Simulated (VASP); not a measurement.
Energy against volume of MgS (rock salt). All values below come from PBE GGA with D3 dispersion (Becke-Johnson damping), VASP's PBE PAW potentials (set 64) (plane waves; VASP 6.6.1). Run with 520 eV cut-off, 9×9×9 Γ-centred mesh, Gaussian smearing of 0.050 eV, potentials Mg S.

```csv
V (Å³/atom),E (eV/atom)
16.549,-4.60639
17.060,-4.61063
17.572,-4.60700
18.084,-4.59661
```

Question: Fit these four points and predict the energy of the run at 16.037 Å³/atom.

Answer: A cubic in V^(−2/3), the third-order Birch-Murnaghan form, passes through the four points with V0 = 17.07 Å³/atom and B0 = 82 GPa, and gives -4.5929 eV/atom there. The run gave -4.5930 eV/atom, -0.0 meV/atom from the fit; all five points give B0 = 82 GPa.

The compound is MgS in the rock salt structure. It was relaxed first.
